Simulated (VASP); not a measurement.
A convergence study with VASP on Bi2Te3 (space group no. 166 when undisturbed): a few settings are varied, all else stays as given below, so the limit is that of these other settings. One atom is moved off its site, so that forces are finite.

```
Bi2Te3
1.0
   10.29289    -2.20095     0.00000
   10.29289     2.20095     0.00000
    9.82226     0.00000     3.78299
Bi Te
2 3
Direct
  0.40163   0.40163   0.40163
  0.60000   0.60000   0.60000
  0.00000   0.00000   0.00000
  0.21000   0.21000   0.21000
  0.79000   0.79000   0.79000
```

Level of theory: PBE GGA, VASP's PBE PAW potentials (set 64) (plane waves; VASP). The last row used: 300 eV cut-off, 10×10×10 Γ-centred mesh shifted by (0.5, 0.5, 0.5), Fermi-Dirac smearing of 0.010 eV, potentials Bi_d Te.

Unless said otherwise, spin-orbit coupling is left out, though it shifts the bands of the heavy elements here. Gaps are read on the run's mesh, which can miss a band edge.

```
setting        E (eV/atom)  pressure (GPa)  largest force (eV/Å)  gap on the mesh (eV)  irreducible k-points
-------------  -----------  --------------  --------------------  --------------------  --------------------
2×2×2 mesh         -3.4868            3.01                 0.276                 0.796                     2
3×3×3 mesh         -3.6611            1.36                 0.329                 0.580                     6
4×4×4 mesh               …               …                     …                     …                    10
5×5×5 mesh         -3.6687            1.35                 0.394                 0.417                    19
6×6×6 mesh         -3.6687            1.35                 0.379                 0.381                    28
7×7×7 mesh         -3.6689            1.36                 0.367                 0.357                    44
8×8×8 mesh         -3.6690            1.36                 0.362                     …                    60
9×9×9 mesh         -3.6691            1.35                 0.362                 0.329                    85
10×10×10 mesh      -3.6690            1.35                 0.363                 0.320                   110
```

Q: Complete the blanks.

A: 
- 4×4×4 mesh, E (eV/atom): -3.6694
- 4×4×4 mesh, pressure (GPa): 1.30
- 4×4×4 mesh, largest force (eV/Å): 0.389
- 4×4×4 mesh, gap on the mesh (eV): 0.477
- 8×8×8 mesh, gap on the mesh (eV): 0.340

Left out are rungs that failed or repeat a setting and relaxations that didn't move; long series are thinned to 24 rows.

The structure is a typed Bi2Te3 crystal (space group no. 166). The cell was not relaxed at this level, it is distorted from the ideal structure.
